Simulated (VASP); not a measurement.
# TePt: structure and properties in VASP

Aim: relax TePt with PBEsol, compute its properties on that cell and hold them against experiment. The steps: relaxing cell and atoms (PBEsol), single point with fields (PBEsol), band structure (PBEsol), density of states (PBEsol), volume scan with PBEsol, fit for PBEsol and vibrations at Γ (PBEsol). The start is a cell from a database of measured crystal structures.

Main program and level: VASP 6.6.1; PBEsol; plane waves and PAW (Te, Pt).

**What experiment says.**

For PtTe, ZrCl-type rhombohedral (flux-grown crystal, 200 K), “Electronic and topological properties of the van der Waals layered superconductor PtTe” (2022, arxiv:2203.06655) gives, by single crystal x-ray diffraction: lattice constant a (a, hexagonal setting) 3.9612 ± 0.0004 Å; lattice constant c (c, hexagonal setting) 19.815 ± 0.002 Å.

Most raw output is cut from this account.

The database entry behind the starting cell differs from later determinations by our own check (c about 0.8 % long), so it need not match the best structure at ambient conditions.

## (1) The structure

Before any relaxation, the start is as follows. It takes space group R-3m (No. 166, trigonal). Conventional cell: a = 3.963 Å, b = 3.963 Å, c = 19.980 Å, α = 90.00°, β = 90.00°, γ = 120.00°. Te has 3 Pt at 2.60 Å nearest. Pt has 3 Te at 2.60 Å and 3 Pt at 2.72 Å nearest. Farther neighbours and most contacts between anions are not listed.

## (2) Relaxing cell and atoms (PBEsol)

Properties are meant for the cell that this level of theory prefers, so cell and atoms are relaxed first (ISIF = 3) until forces and stress are small; EDIFFG sets the threshold. PBEsol restores the gradient expansion of exchange and is tuned for the cells of solids.

File INCAR:

```
SYSTEM = TePt
PREC = Accurate
ENCUT = 400
EDIFF = 1E-06
NELM = 100
ISMEAR = 0
SIGMA = 0.05
LREAL = .FALSE.
ALGO = Normal
GGA = PS
NBANDS = 22
LASPH = .TRUE.
LORBIT = 11
LWAVE = .FALSE.
LCHARG = .FALSE.
KPAR = 4
IBRION = 2
NSW = 60
ISIF = 3
EDIFFG = -0.01
```

File POSCAR:

```
TePt
1.0
   -3.9630000000      0.0000000000      0.0000000000
    1.9815000000     -3.4320586752      0.0000000000
    1.9815000000      1.1440195584      6.6600000000
Te Pt
2 2
Direct
    0.1960000000      0.0980000000      0.2940000000
    0.8040000000      0.9020000000      0.7060000000
    0.7400000000      0.3700000000      0.1100000000
    0.2600000000      0.6300000000      0.8900000000
```

File KPOINTS:

```
Automatic mesh
0
Gamma
7 7 7
0 0 0
```

The projector-augmented-wave data sets are Te and Pt (PBE family, release 64).

Started as:

```bash
mpirun -np 4 vasp_std
```

Wall time 85 s (4 MPI ranks of Intel Xeon 6975P-C (Granite Rapids), shared host); peak memory 0.93 GiB.

The k-mesh is coarse for a metal. The bonds form layers, held to each other by dispersion, which PBEsol lacks, so the spacing between them is unreliable. The PAW data sets were made with PBE, which is usual practice but a small mismatch for other functionals. The run keeps the 12 symmetry operations of its start, so it cannot find a distortion of lower symmetry.

The steps of the relaxation:

```
step  energy less that of the first step (eV)  largest force (eV/Å)  pressure (GPa)  volume (Å³)
   1                                   0.0000                0.0497           -0.52        90.58
   2                                   0.0003                0.1443            0.82        89.62
   3                                  -0.0008                0.0898            0.09        90.14
   4                                  -0.0015                0.0499            0.05        90.04
   5                                  -0.0016                0.0452            0.01        89.97
   6                                  -0.0018                0.0276           -0.09        89.97
   7                                  -0.0019                0.0056           -0.21        89.96
   8                                  -0.0020                0.0049           -0.13        89.87
   9                                  -0.0021                0.0171           -0.01        89.76
  10                                  -0.0021                0.0147            0.00        89.77
  11                                  -0.0020                0.0111           -0.06        89.82
  12                                  -0.0021                0.0134           -0.05        89.79
  13                                  -0.0021                0.0165           -0.03        89.78
  14                                  -0.0021                0.0106           -0.01        89.76
  15                                  -0.0021                0.0073            0.01        89.74
```

```
conventional cell, symmetrised  before   after  change
                         a (Å)   3.963   3.954  -0.2 %
                         b (Å)   3.963   3.954  -0.2 %
                         c (Å)  19.980  19.880  -0.5 %
              volume (Å³/atom)   22.65   22.43  -0.9 %
```

The atoms that moved most (Å, as changes of fractional coordinates times the final cell):

```
atom     dx     dy      dz  length
 Te1  0.000  0.000   0.015   0.015
 Te2  0.000  0.000  -0.015   0.015
```

The relaxed structure:

```xyz
4
Lattice="-3.9544 0.0000 0.0000 1.9772 -3.4246 0.0000 1.9772 1.1415 6.6266" Properties=species:S:1:pos:R:3 pbc="T T T"
Te    0.0000    0.0000    1.9629
Te    0.0000   -2.2831    4.6637
Pt   -1.9772   -1.1415    0.7297
Pt    1.9772   -1.1415    5.8969
```

Numbers from this step:

```
electrons                       : 32
bands                           : 22
irreducible k-points            : 44
symmetry operations             : 12
free energy (TOTEN)             : -22.36 eV
energy at zero smearing         : -22.36 eV
Fermi energy                    : 8.370 eV
pressure                        : 0.01011 GPa
metallic                        : yes
SCF cycles over all ionic steps : 83
```

It ends with a largest force of 0.007 eV/Å and a pressure of 0.01 GPa. The volume lies -0.9 % from that of the database's start, which holds the thermal and zero-point expansion of its experiment.

## (3) Single point with fields (PBEsol)

A single point on the relaxed cell gives a clean self-consistent state, with density, ELF and potential written out.

INCAR, as its differences from that of step 2:

```diff
@@ -14,7 +14,5 @@
 LWAVE = .FALSE.
-LCHARG = .FALSE.
-KPAR = 4
-IBRION = 2
-NSW = 60
-ISIF = 3
-EDIFFG = -0.01
+LCHARG = .TRUE.
+ISIF = 2
+LELF = .TRUE.
+LVHAR = .TRUE.
```

File POSCAR:

```
TePt
1.0
   -3.9543941672      0.0000000000      0.0000000000
    1.9771970836     -3.4246058054      0.0000000000
    1.9771970836      1.1415352685      6.6265692397
Te Pt
2 2
Direct
    0.1974739032      0.0987369516      0.2962108549
    0.8025260968      0.9012630484      0.7037891451
    0.7400761124      0.3700380562      0.1101141686
    0.2599238876      0.6299619438      0.8898858314
```

KPOINTS is that of step 2.

Started as:

```bash
mpirun -np 4 vasp_std
```

It took 16 s on 4 MPI ranks; peak memory 0.55 GiB; 44 s of CPU time.

This step gave:

```yaml
scf_cycles: 14
bands: 24
pressure: 0.02272 GPa
```

Valence electrons inside each PAW sphere by angular momentum. Sphere charges, by row:

```
atom  s (e)  p (e)  d (e)  tot (e)
 Te1  1.392  1.846  0.091    3.328
 Te2  1.392  1.846  0.091    3.328
 Pt3  0.685  0.595  8.138    9.418
 Pt4  0.685  0.595  8.138    9.418
```

ELF in the ac plane of the conventional cell at fractional y = 0.000, with atoms of Te and Pt within 0.2 Å of it. It is the smooth field of the valence electrons, not physical close to the nuclei.

Ten even steps from '0' (0.03) to '9' (0.88), each cell a mean:
```
33322333332233
77875433346787
78997421358998
99863110125799
22112455532112
00135677764200
00123455443110
33222233322223
00133222223210
12334555544321
33335677764323
00012344321000
00012455432100
33345677764333
01234444443310
01233222223310
22222333332222
00124556543200
00125677764100
43222344432234
99975200136899
78887422358987
77764333345777
11222333322211
```
Columns run along a (4.0 Å), rows up along c (19.9 Å), edges of the conventional cell, whose origin can differ from the input's. Atoms in or near the plane, at fractional coordinates: Te at (0.00, 0.10), Te at (0.00, 0.90), Pt at (0.00, 0.37), Pt at (0.00, 0.63).

Valence density in the ac plane of the conventional cell at fractional y = 0.000, with atoms of Te and Pt within 0.2 Å of it. It is the smooth field of the valence electrons, not physical close to the nuclei.

Values in e/Å³, 24 rows by 14 columns, each cell a mean:
```
 0.2  0.2  0.2  0.2  0.2  0.3  0.4  0.4  0.4  0.3  0.2  0.2  0.2  0.2
 0.3  0.4  0.5  0.4  0.3  0.3  0.3  0.3  0.3  0.3  0.4  0.5  0.4  0.3
-0.1  0.2  0.4  0.5  0.3  0.2  0.1  0.1  0.1  0.2  0.4  0.5  0.4  0.0
 0.4  0.4  0.3  0.2  0.1  0.1  0.1  0.1  0.1  0.1  0.2  0.3  0.4  0.4
 0.1  0.1  0.1  0.1  0.1  0.1  0.2  0.2  0.2  0.1  0.1  0.1  0.1  0.1
 0.0  0.0  0.1  0.1  0.2  0.3  0.4  0.4  0.4  0.3  0.2  0.1  0.1  0.0
 0.1  0.1  0.1  0.2  0.3  0.4  0.5  0.5  0.4  0.3  0.2  0.1  0.1  0.1
 0.7  0.6  0.4  0.3  0.3  0.3  0.3  0.4  0.3  0.3  0.3  0.3  0.5  0.7
 3.0  2.4  1.6  0.8  0.4  0.2  0.2  0.2  0.2  0.3  0.5  1.1  1.9  2.7
 2.0  1.7  1.1  0.6  0.4  0.3  0.3  0.2  0.3  0.3  0.4  0.8  1.3  1.9
 0.2  0.2  0.2  0.2  0.2  0.2  0.3  0.3  0.3  0.2  0.2  0.2  0.2  0.2
 0.0  0.0  0.0  0.1  0.1  0.1  0.1  0.2  0.1  0.1  0.1  0.1  0.0  0.0
 0.0  0.0  0.1  0.1  0.1  0.1  0.2  0.2  0.2  0.1  0.1  0.1  0.1  0.0
 0.4  0.4  0.3  0.2  0.2  0.3  0.3  0.3  0.3  0.3  0.2  0.3  0.3  0.4
 2.6  2.1  1.4  0.7  0.4  0.3  0.2  0.2  0.2  0.3  0.5  1.0  1.7  2.3
 2.7  2.1  1.4  0.7  0.3  0.2  0.2  0.2  0.2  0.3  0.5  1.0  1.7  2.4
 0.4  0.4  0.3  0.2  0.3  0.3  0.4  0.4  0.4  0.3  0.2  0.3  0.3  0.4
 0.1  0.1  0.1  0.2  0.3  0.4  0.5  0.5  0.4  0.3  0.2  0.1  0.1  0.1
 0.0  0.0  0.1  0.1  0.2  0.3  0.3  0.4  0.3  0.2  0.2  0.1  0.1  0.0
 0.1  0.1  0.1  0.1  0.1  0.1  0.1  0.1  0.1  0.1  0.1  0.1  0.1  0.1
 0.4  0.4  0.4  0.3  0.2  0.1  0.1  0.1  0.1  0.1  0.2  0.3  0.4  0.4
-0.2  0.1  0.4  0.5  0.3  0.2  0.1  0.1  0.2  0.2  0.4  0.5  0.3  0.0
 0.4  0.4  0.4  0.4  0.3  0.3  0.3  0.3  0.3  0.3  0.3  0.4  0.4  0.4
 0.1  0.1  0.1  0.2  0.2  0.3  0.4  0.4  0.4  0.3  0.2  0.2  0.1  0.1
```
Columns run along a (4.0 Å), rows up along c (19.9 Å), edges of the conventional cell, whose origin can differ from the input's. Atoms in or near the plane, at fractional coordinates: Te at (0.00, 0.10), Te at (0.00, 0.90), Pt at (0.00, 0.37), Pt at (0.00, 0.63).

Electrostatic potential energy in the ac plane of the conventional cell at fractional y = 0.000, with atoms of Te and Pt within 0.2 Å of it. With pseudopotentials it is smooth inside the atoms' cores, unlike the true potential.

Ten even steps from '_' (-72 eV) to '@' (4 eV), each cell a mean:
```
@@@@@@@@@@@@@@@@@@@@@@@@@@@@
::::++##@@@@@@@@@@@@%%**--::
____..**%%@@@@@@@@@@%%==____
**##%%@@@@@@@@@@@@@@@@%%##**
@@@@@@@@@@@@@@@@@@@@@@@@@@@@
@@@@@@@@@@@@%%%%%%@@@@@@@@@@
@@@@@@@@@@@@%%%%@@@@@@@@@@@@
##%%%%@@@@@@@@@@@@@@@@@@%%##
__..--##@@@@@@@@@@@@%%++::..
--==**%%@@@@@@@@@@@@@@##++--
@@@@@@@@@@@@%%%%%%@@@@@@@@@@
@@@@@@@@@@@@@@@@@@@@@@@@@@@@
@@@@@@@@@@@@@@@@@@@@@@@@@@@@
%%@@@@@@@@@@%%%%%%@@@@@@@@@@
..::==##@@@@@@@@@@@@%%**--::
..::==##@@@@@@@@@@@@%%**--::
%%@@@@@@@@@@@@@@@@@@@@@@@@%%
@@@@@@@@@@@@%%%%@@@@@@@@@@@@
@@@@@@@@@@@@%%%%@@@@@@@@@@@@
@@@@@@@@@@@@@@@@@@@@@@@@@@@@
==++##%%@@@@@@@@@@@@@@%%**==
____..++%%@@@@@@@@@@%%--____
--==**%%@@@@@@@@@@@@@@##++==
@@@@@@@@@@@@@@@@@@@@@@@@@@@@
```
Columns run along a (4.0 Å; values clipped at the 3rd and 97th percentile), rows up along c (19.9 Å), edges of the conventional cell, whose origin can differ from the input's. Atoms in or near the plane, at fractional coordinates: Te at (0.00, 0.10), Te at (0.00, 0.90), Pt at (0.00, 0.37), Pt at (0.00, 0.63).

In this run the pressure is 0.02 GPa, small enough to go on.

## (4) Band structure (PBEsol)

Levels along the symmetry lines show where the bands peak and cross; KPOINTS_OPT computes them in the converged potential.

File INCAR:

```
SYSTEM = TePt
PREC = Accurate
ENCUT = 400
EDIFF = 1E-06
NELM = 100
ISMEAR = 0
SIGMA = 0.05
LREAL = .FALSE.
ALGO = Normal
GGA = PS
NBANDS = 30
LASPH = .TRUE.
LORBIT = 11
LWAVE = .FALSE.
LCHARG = .FALSE.
KPAR = 4
```

POSCAR is that of step 3.

KPOINTS is that of step 3.

File KPOINTS_OPT:

```
Line mode
16
Line-mode
Reciprocal
  0.00000000   0.00000000   0.00000000 GAMMA
  0.00000000  -0.50000000   0.00000000 L

  0.00000000  -0.50000000   0.00000000 L
 -0.37290095  -0.31354952   0.18645048 B1

 -0.31354952  -0.31354952  -0.18645048 B
  0.00000000   0.00000000  -0.50000000 Z

  0.00000000   0.00000000  -0.50000000 Z
  0.00000000   0.00000000   0.00000000 GAMMA

  0.00000000   0.00000000   0.00000000 GAMMA
 -0.34322524  -0.34322524   0.34322524 X

 -0.34322524  -0.31354952   0.00000000 Q
 -0.50000000   0.00000000   0.00000000 F

 -0.50000000   0.00000000   0.00000000 F
 -0.47032429   0.00000000  -0.18645048 P1

 -0.47032429   0.00000000  -0.18645048 P1
  0.00000000   0.00000000  -0.50000000 Z

  0.00000000  -0.50000000   0.00000000 L
  0.00000000  -0.47032429  -0.34322524 P
```

Started as:

```bash
mpirun -np 4 vasp_std
```

Elapsed: 39 s, on 4 MPI ranks; peak memory 1 GiB.

Spin-orbit coupling is off here; with elements this heavy it splits and shifts levels by tenths of an eV or more. The cell is typed on its shortest vectors, so the axes of tensors and the coordinates of k-points follow the printed cell and not the standard setting.

Numbers from this step:

- SCF cycles: 13
- bands: 30
- pressure: 0.02835 GPa

The electronic bands at the labelled points (eV, zero at the Fermi level; # counts the bands kept):

```
          point    #11    #12    #13    #14    #15   #16   #17   #18
              Γ  -1.68   0.70   0.70   0.94   1.28  2.93  2.93  4.64
0.47 of the way  -1.75  -1.51  -0.26   0.42   1.36  1.82  3.27  4.60
              L  -2.45  -1.94  -1.78  -0.99   0.38  1.37  2.01  3.84
0.53 of the way  -2.35  -1.83  -1.62  -1.50  -1.05  1.58  3.02  5.53
             B1  -2.29  -2.00  -1.22  -1.19  -0.30  1.20  3.41  3.45
      jump to B  -2.29  -2.00  -1.22  -1.19  -0.30  1.20  3.41  3.45
0.53 of the way  -1.66  -1.54  -0.73  -0.20   1.59  1.63  2.82  4.55
              Z  -1.62  -1.61   1.30   1.30   1.97  1.97  3.60  4.61
0.47 of the way  -1.67  -0.77   0.94   0.94   2.48  2.48  2.80  4.47
              Γ  -1.68   0.70   0.70   0.94   1.28  2.93  2.93  4.64
0.47 of the way  -1.69  -1.68  -0.39  -0.19   0.17  2.52  3.75  5.59
              X  -2.26  -2.01  -1.47  -0.73  -0.67  1.26  3.09  4.14
      jump to Q  -2.26  -2.01  -1.47  -0.73  -0.67  1.26  3.09  4.14
0.47 of the way  -2.33  -2.11  -1.69  -0.67  -0.15  1.45  3.72  3.96
              F  -2.42  -1.73  -1.73  -1.33  -1.10  2.64  3.93  4.83
0.47 of the way  -2.38  -1.72  -1.69  -1.38  -1.01  2.57  3.57  4.84
             P1  -2.25  -1.72  -1.55  -1.48  -0.79  2.35  2.88  4.82
0.53 of the way  -1.71  -1.40  -0.39   0.02   0.72  2.66  2.83  4.93
              Z  -1.62  -1.61   1.30   1.30   1.97  1.97  3.60  4.61
      jump to L  -2.45  -1.94  -1.78  -0.99   0.38  1.37  2.01  3.84
0.47 of the way  -2.36  -1.91  -1.73  -1.19   0.06  1.67  2.17  4.18
              P  -2.25  -1.72  -1.55  -1.48  -0.79  2.35  2.88  4.82
```

Of the projections kept (Te, Pt), the largest for each band there; the rest of the weight can lie on other orbitals:

```
point      #11      #12      #13      #14      #15      #16      #17      #18
    Γ  Pt 0.95  Te 0.64  Te 0.64  Te 0.65  Te 0.51  Te 0.51  Te 0.51  Te 0.74
    L  Pt 0.98  Pt 0.85  Pt 0.97  Te 0.53  Te 0.62  Pt 0.66  Pt 0.78  Pt 0.68
   B1  Pt 0.93  Pt 0.90  Pt 0.80  Pt 0.79  Pt 0.64  Pt 0.76  Pt 0.66  Pt 0.65
    B  Pt 0.93  Pt 0.90  Pt 0.80  Pt 0.80  Pt 0.64  Pt 0.76  Pt 0.66  Pt 0.65
    Z  Pt 0.92  Pt 0.69  Te 0.64  Te 0.64  Te 0.52  Te 0.52  Te 0.63  Te 0.51
    Γ  Pt 0.95  Te 0.64  Te 0.64  Te 0.65  Te 0.51  Te 0.51  Te 0.51  Te 0.74
```

There is no gap at this level.

## (5) Density of states (PBEsol)

Here the states are counted by energy and projected on the atoms. The mesh is finer than in the run before.

INCAR, as its differences from that of step 4:

```diff
@@ -5,3 +5,3 @@
 NELM = 100
-ISMEAR = 0
+ISMEAR = -5
 SIGMA = 0.05
@@ -16 +16,2 @@
 KPAR = 4
+NEDOS = 2001
```

POSCAR is that of step 4.

File KPOINTS:

```
Automatic mesh
0
Gamma
10 10 10
0 0 0
```

Started as:

```bash
mpirun -np 4 vasp_std
```

The job ended after 33 s (4 MPI ranks; peak memory 1.2 GiB; 96 s of CPU time).

With tetrahedra the forces and stress of a metal are not exact derivatives of the energy.

Numbers from this step:

```
irreducible k-points   : 116
Fermi energy           : 8.398 eV
pressure               : 0.07738 GPa
DOS at the Fermi level : 1.980 states/eV/cell
```

The density of states has structure finer than the step of the table below, so its rows give means over 0.5 eV, whole bins alone (the curve runs from -12.0 to 4.71 eV). Peaks (eV: height): total -5.05: 7.18, -2.51: 8.11, -1.99: 8.12, -1.77: 8.2; Pt d -2.44: 6.16, -2.29: 4.86, -1.92: 6.32, -1.77: 6.12; Te p -6.39: 0.850, -5.20: 1.12, -4.75: 0.706, -4.30: 0.694; Pt p -4.00: 0.307, -1.69: 0.251, -0.95: 0.289, -0.28: 0.257; Pt s -6.39: 1.21, -1.62: 0.265, 3.30: 0.259.

States under -12.0 eV and over 4.7 eV are left out. Density of states against energy, zero at the Fermi level; means over each step; values in states/eV/cell:

```
energy (eV)    total     Pt d     Te p    Pt p     Pt s    Te s    Te d
      -11.5     3.35    0.224   0.0209  0.0966   0.0872    2.14  7.1e-4
      -11.0  0.00464        0        0       0        0       0       0
      -10.5        0        0        0       0        0       0       0
      -10.0        0        0        0       0        0       0       0
       -9.5        0        0        0       0        0       0       0
       -9.0        0        0        0       0        0       0       0
       -8.5        0        0        0       0        0       0       0
       -8.0        0        0        0       0        0       0       0
       -7.5        0        0        0       0        0       0       0
       -7.0   0.0280  0.00254  0.00579  8.8e-4  0.00623  8.1e-4  4.2e-5
       -6.5     2.87    0.464    0.544  0.0739    0.740  0.0622  0.0114
       -6.0     3.34     1.13    0.641  0.0697    0.397  0.0575  0.0118
       -5.5     3.50     1.95    0.586  0.0590    0.121  0.0296  0.0154
       -5.0     5.59     3.21    0.827   0.154    0.189  0.0442  0.0334
       -4.5     4.95     2.99    0.600   0.153    0.166  0.0640  0.0334
       -4.0     4.78     2.91    0.550   0.215    0.137  0.0436  0.0336
       -3.5     4.52     2.80    0.556   0.180   0.0629  0.0498  0.0314
       -3.0     3.50     2.36    0.354   0.126   0.0439  0.0346  0.0249
       -2.5     6.13     4.58    0.397   0.139    0.125  0.0270  0.0400
       -2.0     6.42     4.84    0.387   0.155    0.131  0.0582  0.0528
       -1.5     4.79     2.95    0.540   0.227    0.152  0.0749  0.0338
       -1.0     2.52    0.985    0.551   0.267   0.0495  0.0338  0.0163
       -0.5     2.03    0.682    0.519   0.230   0.0329  0.0308  0.0149
        0.0     1.99    0.564    0.585   0.233   0.0260  0.0287  0.0170
        0.5     1.53    0.397    0.498   0.166   0.0195  0.0243  0.0135
        1.0     1.11    0.346    0.335  0.0916   0.0166  0.0254  0.0115
        1.5     1.79    0.780    0.422  0.0644   0.0351  0.0415  0.0280
        2.0     2.19    0.869    0.579  0.0742   0.0636  0.0407  0.0383
        2.5     1.56    0.489    0.347  0.0733    0.138  0.0321  0.0466
        3.0     1.51    0.337    0.315   0.102    0.207  0.0352  0.0547
        3.5     1.28    0.272    0.282  0.0851    0.189  0.0253  0.0453
        4.0    0.667    0.116   0.0975  0.0443    0.124  0.0176  0.0445
```

The finer mesh and the other smearing move the Fermi level by +0.03 eV from the 7×7×7 run, a small shift, which tests the Fermi level alone. Of the states within 0.3 eV of the Fermi level, the largest shares in the PAW spheres are Te p 29 %, Pt d 28 % and Pt p 12 %. The rest lies in smaller channels or between the spheres.

## (6) Volume scan with PBEsol, volume scale 0.94

An equation of state needs energies on both sides of the minimum, all on one mesh and cutoff.

File INCAR:

```
SYSTEM = TePt
PREC = Accurate
ENCUT = 400
EDIFF = 1E-06
NELM = 100
ISMEAR = 0
SIGMA = 0.05
LREAL = .FALSE.
ALGO = Normal
GGA = PS
NBANDS = 22
LASPH = .TRUE.
LORBIT = 11
LWAVE = .FALSE.
LCHARG = .FALSE.
KPAR = 4
ISIF = 2
```

File POSCAR:

```
TePt
1.0
   -3.8736695946      0.0000000000      0.0000000000
    1.9368347973     -3.3546962748      0.0000000000
    1.9368347973      1.1182320916      6.4912951757
Te Pt
2 2
Direct
    0.1974739032      0.0987369516      0.2962108549
    0.8025260968      0.9012630484      0.7037891451
    0.7400761124      0.3700380562      0.1101141686
    0.2599238876      0.6299619438      0.8898858314
```

File KPOINTS:

```
Automatic mesh
0
Gamma
7 7 7
0 0 0
```

Started as:

```bash
mpirun -np 4 vasp_std
```

It took 14 s on 4 MPI ranks; peak memory 0.85 GiB.

The scan keeps the cell's shape and the fractional positions fixed.

This step gave:

- SCF cycles: 14
- bands: 22
- irreducible k-points: 44
- free energy (TOTEN): -22.21 eV
- energy at zero smearing: -22.21 eV
- Fermi energy: 9.341 eV
- pressure: 9.738 GPa

Force by atom:

```
atom  x (eV/Å)  y (eV/Å)  z (eV/Å)   size
 Te1     0.000     0.000     0.831  0.831
 Te2     0.000     0.000    -0.831  0.831
 Pt3     0.000     0.000     0.006  0.006
 Pt4     0.000     0.000    -0.006  0.006
```

The pressure here is 9.74 GPa.

[end of part 1 of 2]

[Lines on the potential files, build, host, timing and source positions are cut from VASP's logs without a mark.]

[Logs are printed without paths, hosts, clocks, repeated set-up lines and the standing remarks that a program may print on its own settings, such as how far it seeks lower states.]

[Hosts, paths, dates, database ids (printed as entryN), source tags and the programs' standing remarks are cut or masked in the printed files.]

[A measured line is paired with the nearest computed mode of its activity, which favours agreement.]
